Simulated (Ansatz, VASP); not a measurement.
# ZrTi2 (ZrTi2 in the C11b ordering) in two plane-wave programs

One calculation is typed for both programs; each brings its own data sets. How far apart do they land? The cell is generated by rule, not measured, and may not be a known phase. The cell is taken from a series of runs on this material, whose earlier steps may have relaxed, scaled, displaced or heated it; both programs get it as it stands.

Calculated with Ansatz 0.2.0; plane waves, with VASP 6.6.1 beside it; single point at PBEsol.

The structure was built from a prototype and need not be the compound's stable phase.

**1. The starting structure**

Symmetry: I4/mmm, No. 139, tetragonal system. Conventional cell: a = 3.392 Å, b = 3.392 Å, c = 10.177 Å, α = 90.00°, β = 90.00°, γ = 90.00°. Nearest to Zr lie 8 Ti at 2.94 Å. Ti has 4 Zr at 2.94 Å and 4 Ti at 2.94 Å nearest. Farther neighbours are not listed.

**2. VASP: single point, PBEsol**

A single point gives forces, pressure and levels at one fixed geometry, so differences don't come from the geometry; what else differs is listed under the comparison.

Lines of VASP's logs that name or quote its potential files are left out, and so is its time.

Input file INCAR:

```
SYSTEM = ZrTi2
PREC = Accurate
ENCUT = 500
EDIFF = 1E-06
NELM = 120
ISMEAR = 0
SIGMA = 0.1
LREAL = .FALSE.
ALGO = Normal
GGA = PS
NBANDS = 24
LASPH = .TRUE.
LORBIT = 11
LWAVE = .FALSE.
LCHARG = .FALSE.
ISIF = 2
GGA_COMPAT = .FALSE.
```

Input file POSCAR:

```
ZrTi2
1.0
    3.3921900000      0.0000000000      0.0000000000
    0.0000000000      3.3921900000      0.0000000000
    1.6960900000      1.6960900000      5.0882800000
Zr Ti
1 2
Direct
    0.0000000000      0.0000000000      0.0000000000
    0.6666666650      0.6666666650      0.6666666700
    0.3333333350      0.3333333350      0.3333333300
```

Input file KPOINTS:

```
Automatic mesh
0
Gamma
6 6 6
0 0 0
```

The projector-augmented-wave data sets are Zr_sv and Ti_sv (PBE family, release 64).

Command:

```bash
$ mpirun -np 1 vasp_std
```

Numbers of over 12 decimals in the logs are rounded to 6 here.

Output:

```text
[banner, memory and clock lines left out]
running    1 mpi-ranks, on    1 nodes
 distrk:  each k-point on    1 cores,    1 groups
 distr:  one band on    1 cores,    1 groups

 POSCAR found type information on POSCAR ZrTi
 POSCAR found :  2 types and       3 ions
|                                                                             |
|               ----> ADVICE to this user running VASP <----                  |
|                                                                             |
|     You enforced a specific xc type in the INCAR file but a different       |
|     [... a line on the potential file left out ...]
|     I HOPE YOU KNOW WHAT YOU ARE DOING!                                     |
|                                                                             |

 LDA part: xc-table for (Slater+PW92), standard interpolation
 POSCAR, INCAR and KPOINTS ok, starting setup
 FFT: planning ... GRIDC
 FFT: planning ... GRID_SOFT
 FFT: planning ... GRID
 WAVECAR not read
 entering main loop
       N       E                     dE             d eps       ncg     rms          rms(c)
DAV:   1     0.455319113236E+03    0.45532E+03   -0.18653E+04  1440   0.172E+03
DAV:   2     0.197001290168E+02   -0.43562E+03   -0.42856E+03  1504   0.517E+02
DAV:   3    -0.249650191359E+02   -0.44665E+02   -0.43629E+02  2720   0.144E+02
DAV:   4    -0.284977838168E+02   -0.35328E+01   -0.35196E+01  2032   0.351E+01
DAV:   5    -0.286897997621E+02   -0.19202E+00   -0.19199E+00  2232   0.727E+00    0.184E+01
DAV:   6    -0.269257694260E+02    0.17640E+01   -0.40630E+01  2032   0.396E+01    0.838E+00
DAV:   7    -0.254411872861E+02    0.14846E+01   -0.13946E+01  1952   0.187E+01    0.487E+00
DAV:   8    -0.253153561055E+02    0.12583E+00   -0.14804E+00  2056   0.807E+00    0.139E+00
DAV:   9    -0.253266055217E+02   -0.11249E-01   -0.10643E-01  2168   0.249E+00    0.790E-01
DAV:  10    -0.253313147810E+02   -0.47093E-02   -0.23459E-02  1640   0.129E+00    0.253E-01
DAV:  11    -0.253308479385E+02    0.46684E-03   -0.32491E-03  2144   0.424E-01    0.846E-02
DAV:  12    -0.253309243338E+02   -0.76395E-04   -0.29618E-04  2128   0.106E-01    0.419E-02
DAV:  13    -0.253309258233E+02   -0.14894E-05   -0.72094E-05  2072   0.650E-02    0.117E-02
DAV:  14    -0.253309253705E+02    0.45273E-06   -0.78758E-06  2040   0.195E-02
   1 F= -.25330925E+02 E0= -.25315568E+02  d E =-.307146E-01
```

Parts of OUTCAR (step 2):

```text
ion  position               nearest neighbor table
   1  0.000  0.000  0.000-   2 2.94   3 2.94   2 2.94   2 2.94   3 2.94   3 2.94   2 2.94   3 2.94
                             3 3.39   2 3.39
   2  0.667  0.667  0.667-   1 2.94   1 2.94   1 2.94   1 2.94   1 3.39
   3  0.333  0.333  0.333-   1 2.94   1 2.94   1 2.94   1 2.94   1 3.39

  LATTYP: Found a body centered tetragonal cell.
 ALAT       =     3.3921900000
 C/A-ratio  =     2.9999970521

 Subroutine GETGRP returns: Found 16 space group operations
 (whereof 16 operations were pure point group operations)

The static configuration has the point symmetry D_4h.

 Found     30 irreducible k-points:

   k-points           NKPTS =     30   k-points in BZ     NKDIM =     30   number of bands    NBANDS=     24

   dimension x,y,z NGX =    28 NGY =   28 NGZ =   42
   dimension x,y,z NGXF=    56 NGYF=   56 NGZF=   84

   ENCUT  =  500.0 eV  36.75 Ry    6.06 a.u.   6.18  6.18 10.26*2*pi/ulx,y,z

   NELECT =      36.0000    total number of electrons

 k-points in reciprocal lattice and weights: Automatic mesh
   0.00000000  0.00000000  0.00000000       0.005
   0.16666667  0.00000000  0.00000000       0.037
   0.33333333  0.00000000 -0.00000000       0.037
   0.50000000  0.00000000  0.00000000       0.019
   0.16666667  0.16666667  0.00000000       0.037
   0.33333333  0.16666667  0.00000000       0.074
   0.50000000  0.16666667  0.00000000       0.074
  -0.33333333  0.16666667  0.00000000       0.074
  -0.16666667  0.16666667  0.00000000       0.019
[...]
-0.16666667 -0.16666667  0.33333333       0.019
   0.00000000  0.00000000  0.50000000       0.005

 average (electrostatic) potential at core
       1 -74.5372       2 -72.2755       3 -72.2755

 E-fermi :   8.1010

 k-point     1 :       0.0000    0.0000    0.0000
  band No.  band energies     occupation
    ...
     13       2.4062      2.00000
     14       6.0132      2.00000
     15       6.6340      2.00000
     16       6.7784      2.00000
     17       7.1346      2.00000
     18       9.0435      0.00000
     19       9.0435      0.00000
     20       9.0531      0.00000
     21       9.9379      0.00000
     22       9.9379      0.00000
    ...

 k-point     2 :       0.1667    0.0000    0.0000
  band No.  band energies     occupation
    ...
     13       2.9217      2.00000
     14       6.1359      2.00000
     15       6.6439      2.00000
     16       6.8442      2.00000
     17       7.4176      2.00000
     18       8.9170      0.00000
     19       8.9793      0.00000
     20       9.0336      0.00000
     21       9.3753      0.00000
     22       9.7037      0.00000
    ...

 k-point     3 :       0.3333    0.0000   -0.0000
  band No.  band energies     occupation
    ...
     13       4.2483      2.00000
     14       5.8213      2.00000
     15       6.4272      2.00000
     16       7.3361      2.00000
     17       8.0137      1.78317
     18       8.4539      0.00000
     19       8.6816      0.00000
     20       8.6911      0.00000
     21       9.0008      0.00000
     22       9.6512      0.00000
    ...

  Total       -2.2337164     -2.2337164     -2.4379908     -0.0000000      0.0000024      0.0000024
  in kB      -61.1233669    -61.1233669    -66.7131277     -0.0000000      0.0000656      0.0000656
  external PRESSURE =     -62.9866205 kB  Pullay stress =       0.0000000 kB

  energy-cutoff  :      500.00
  volume of cell :       58.55
      direct lattice vectors                 reciprocal lattice vectors
     3.392190000  0.000000000  0.000000000     0.294794808  0.000000000 -0.098264743
     0.000000000  3.392190000  0.000000000     0.000000000  0.294794808 -0.098264743
     1.696090000  1.696090000  5.088280000     0.000000000  0.000000000  0.196530065

 POSITION                                       TOTAL-FORCE (eV/Angst)
 -----------------------------------------------------------------------------------
      0.00000      0.00000      0.00000         0.000000      0.000000      0.000000
      3.39219      3.39219      3.39219         0.000001      0.000001     -0.576905
      1.69609      1.69609      1.69609        -0.000001     -0.000001      0.576905
 -----------------------------------------------------------------------------------
    total drift:                                0.000000      0.000000      0.000000

  FREE ENERGIE OF THE ION-ELECTRON SYSTEM (eV)
  ---------------------------------------------------
  free  energy   TOTEN  =       -25.3309253705 eV

  energy  without entropy=      -25.3002107715  energy(sigma->0) =      -25.31556807

 total charge
# of ion       s       p       d       tot
------------------------------------------
    1        2.238   5.944   1.756   9.938
    2        2.233   6.097   1.881  10.212
    3        2.233   6.097   1.881  10.212
--------------------------------------------------
tot          6.705  18.139   5.518  30.362

[... 3 further parts left out ...]
```

The run ends at a pressure of -6.30 GPa, with forces up to 0.58 eV/Å.

**3. Ansatz: single point, PBEsol**

Ansatz runs on its default PAW (the set named soft_2) files.

The same cell, functional, mesh and smearing now go to Ansatz, which takes its cutoff from its data sets.

Input file input.yaml:

```yaml
crystal:
  lattice:
    - [3.39219, 0.0, 0.0]
    - [0.0, 3.39219, 0.0]
    - [1.69609, 1.69609, 5.08828]
  atoms:
    - { symbol: Zr, position: [0.0, 0.0, 0.0] }
    - { symbol: Ti, position: [0.66666667, 0.66666667, 0.66666667] }
    - { symbol: Ti, position: [0.33333333, 0.33333333, 0.33333333] }
kpoints:
  mp_grid: { grid: [6, 6, 6] }
hamiltonian:
  xc: pbesol
scf:
  occupations: { method: gaussian, width: 0.1 }
output:
  forces: true
  stress: true
  eigenvalues: true
```

Command:

```bash
$ ansatz run input.yaml --threads 4 --pin off --max-ram 8192MiB --backend cpu --events-out ev --progress --plain --runs-dir out
```

Output:

```text
Engine: ansatz 0.2.0, x86_64-unknown-linux-gnu
Pseudopotentials: kind: paw
Pseudopotential: Zr, paw, valence charge 12, recommended cutoff 420 eV (normal), Zr.paw.azcp
Pseudopotential: Ti, paw, valence charge 12, recommended cutoff 420 eV (normal), Ti.paw.azcp
Functional definition: PBEsol
  exchange = pbesol_x
  correlation = pbesol_c
Crystal: 3 atoms, lattice volume = 58.551 Å³
Basis set: ecut = 420 eV, 1169 PW (Γ), exchange–correlation on 48×48×80 points (8 copies of the dense FFT grid, shifted against one another)
Bands: 22, of which v1, the nominal top of the filled ones, is band 18 counted from 1 (17 counted from 0)
Symmetry: 16 space group operations
Space group: I4/mmm (ITA 139), of the structure as read, at distance tolerance 3.9e-5 Å
k-points: 30 of 216
Non-local potential: Zr, projectors of the file, l = 0: 3, l = 1: 2, l = 2: 2, l = 3: 2
Non-local potential: Ti, projectors of the file, l = 0: 3, l = 1: 2, l = 2: 3, l = 3: 1
PAW form: soft (Blöchl's): semilocal exchange-correlation on the pseudo side does not see the compensation charge
PAW frozen core: Zr, regenerated for the run's functional, and the local potential with it (the file was generated under x = pbe(κ = 0.804, μ = 0.219515), c = pbe(β = 0.066725))
PAW frozen core: Ti, regenerated for the run's functional, and the local potential with it (the file was generated under x = pbe(κ = 0.804, μ = 0.219515), c = pbe(β = 0.066725))
PAW one-centre angular grid: Zr, 590 points (default); XC on 64 Gauss nodes
PAW one-centre angular grid: Ti, 590 points (default); XC on 64 Gauss nodes
Initial density: superposition of atomic densities (neutral atoms: chi_scale 0, normalization atom), corrected by the library's trained network
Initial wavefunctions: pseudopotential atomic-orbital guess
Functional: x = pbesol(κ = 0.804, μ = 0.123457), c = pbesol(β = 0.046)
SCF iter   1: F=—  HF=-9076.006411 eV  |F-HF|=—  |Δ(HF+E_count)|=         —  Δρ=4.39e-3  dr2=1.37e-2  ethr=1.77e-3  ⟨swp⟩=4.1  Hψ=2355  notcnv=0
preconditioner: auto → Kerker (q_TF=auto, 2.516 Å⁻¹)  [metal: Δε(μ)=0.036 eV  Ē_g=2.346 eV  σ=0.100 eV  W_gap=0.20  n_scr=12 (ndim 8)  ℏωp=16.8 eV  f_vac=0.000  D(μ)=6.21/eV (n_scr^D=78)]
SCF iter   2: F=—  HF=-9076.003910 eV  |F-HF|=—  |Δ(HF+E_count)|=   2.50e-3  Δρ=2.20e-3  dr2=4.40e-3  ethr=3.81e-5  ⟨swp⟩=1.8  Hψ=1093  notcnv=0
SCF iter   3: F=—  HF=-9076.003140 eV  |F-HF|=—  |Δ(HF+E_count)|=   7.70e-4  Δρ=3.82e-4  dr2=1.02e-4  ethr=1.22e-5  ⟨swp⟩=2.0  Hψ=827  notcnv=0
SCF iter   4: F=—  HF=-9076.003129 eV  |F-HF|=—  |Δ(HF+E_count)|=   1.10e-5  Δρ=1.16e-4  dr2=8.79e-6  ethr=2.83e-7  ⟨swp⟩=2.2  Hψ=917  notcnv=0
SCF iter   5: F=—  HF=-9076.003107 eV  |F-HF|=—  |Δ(HF+E_count)|=   2.14e-5  Δρ=1.41e-5  dr2=9.62e-8  ethr=2.44e-8  ⟨swp⟩=2.1  Hψ=839  notcnv=0
SCF iter   6: F=-9076.003107 eV  HF=-9076.003107 eV  |F-HF|=2.80e-9  |Δ(HF+E_count)|=   1.80e-8  Δρ=2.83e-6  dr2=5.60e-9  ethr=2.67e-10  ⟨swp⟩=2.7  Hψ=2408  notcnv=0
SCF 1 converged in 6 iterations: F = -9076.003107 eV  dr2 = 5.60e-9
  greatest PAW one-centre occupation: 0.999 electrons in one spin orbital (limit 2), on the Ti atom at site 2 (counted from 0), in its partial waves of l = 0
SCF converged after 6 iterations
Free energy (F): -9076.003107 eV
Harris-Foulkes:  -9076.003107 eV  (|F-HF|=2.80e-9)
Internal energy: -9075.972436 eV  (E = F + TS)
E sigma→0 (E₀):  -9075.987771 eV
Entropy (-TS):   -0.030671 eV (-10.224 meV/atom)
Fermi energy:    13.080172 eV
--- Per-component energies (eV) ---
  E_band       = -415.925715
  E_kinetic    = 876.257985
  E_local      = -2300.367783  (includes V_loc(G=0)·N_el)
  E_nonlocal   = 102.300407
  E_hartree    = 880.442551
  E_xc         = -352.771324
  E_vxc        = -431.929650  (∫ρ·V_xc dr)
  E_paw        = -4945.438573  (= ΣΔE_a)
  E_vpaw       = -423.073078  (= ΣTr[D̂ρ^β])
  E_aug_tail   = 0.000247  (compensation charges beyond the density's cutoff)
  E_ewald      = -3336.840433
  E_core_change = 0.444489  (= ΣΔE_core)
  E_smearing   = -0.030671  (= −TS)
  E_closure    = -0.000000  (closes the sum)
  Σ components = -9076.003107   (vs F -9076.003107, Δ=0.00e0)
--- Forces (eV/Å), atoms counted from 1 ---
  atom   1  Zr    -0.00000000    -0.00000000     0.00000000
  atom   2  Ti     0.00000028     0.00000028    -0.56892772
  atom   3  Ti    -0.00000028    -0.00000028     0.56892772
  max |Σ_I F_I| component: 0.00e0 eV/Å
--- Stress (GPa, compression-positive) ---
       -6.056584      -0.000000       0.000000
       -0.000000      -6.056584       0.000000
        0.000000       0.000000      -6.600573
  P = ⅓ Tr σ = -6.2379 GPa (-62.379 kbar)
--- Band table (eV; the first three rows and the last of 30) ---
  k-point 0: bands = [... 14 lower, 11.6115, 11.7574, 12.1117, 14.0267, 14.0267, 14.0361, 14.9237, 14.9237]
  k-point 1: bands = [... 14 lower, 11.2602, 11.4918, 12.6388, 14.0031, 14.0031, 14.1097, 14.5843, 14.5843]
  k-point 2: bands = [... 14 lower, 10.9368, 11.0479, 13.4614, 13.9611, 13.9611, 14.2395, 14.2395, 14.3135]
  k-point 29: bands = [... 14 lower, 12.1421, 12.3098, 12.5133, 12.6390, 12.7341, 13.6491, 14.1677, 15.7137]
```

Reading the cycles: dr2 is the Hartree energy of the density residual (eV), the measure of convergence; HF is the Harris–Foulkes estimate of the energy, which meets the free energy F at convergence.

The run ends at a pressure of -6.24 GPa, with forces up to 0.57 eV/Å.

**4. Side by side**

Known differences besides the potentials themselves: the cutoff is 420 eV in Ansatz and 500 eV in VASP; Ansatz makes its cores anew for this functional, VASP keeps those of its PBE data sets. Total energies have different zeros and are not compared.

Compared:

| quantity | Ansatz | VASP | difference |
| --- | --- | --- | --- |
| pressure (GPa) | -6.24 | -6.30 | +0.06 |

Forces (eV/Å; atoms numbered as in POSCAR):

| atom | Ansatz x, y, z | VASP x, y, z |
| --- | --- | --- |
| Zr1 | 0.000, 0.000, 0.000 | 0.000, 0.000, 0.000 |
| Ti2 | 0.000, 0.000, -0.569 | 0.000, 0.000, -0.577 |
| Ti3 | 0.000, 0.000, 0.569 | 0.000, 0.000, 0.577 |

The forces differ by 3.8 meV/Å r.m.s., which is 1.4 % of the r.m.s. force of 0.272 eV/Å (both taken over all components).

**5. Outcome**

| Property | Result |
| --- | --- |
| r.m.s. force difference (single point, PBEsol) | 1.4 % of the r.m.s. force |

In words: The r.m.s. force difference is 1.4 % of the r.m.s. force (single point, PBEsol), within the 3 % picked in this series as the mark of a large difference. How closely two codes agree says nothing of how well the functional describes the real material.

[Lines on the potential files, build, host, timing and source positions are cut from VASP's logs without a mark.]

[Logs are printed without paths, hosts, clocks, repeated set-up lines and the standing remarks that a program may print on its own settings, such as how far it seeks lower states.]

[Hosts, paths, dates, database ids (printed as entryN), source tags and the programs' standing remarks are cut or masked in the printed files.]
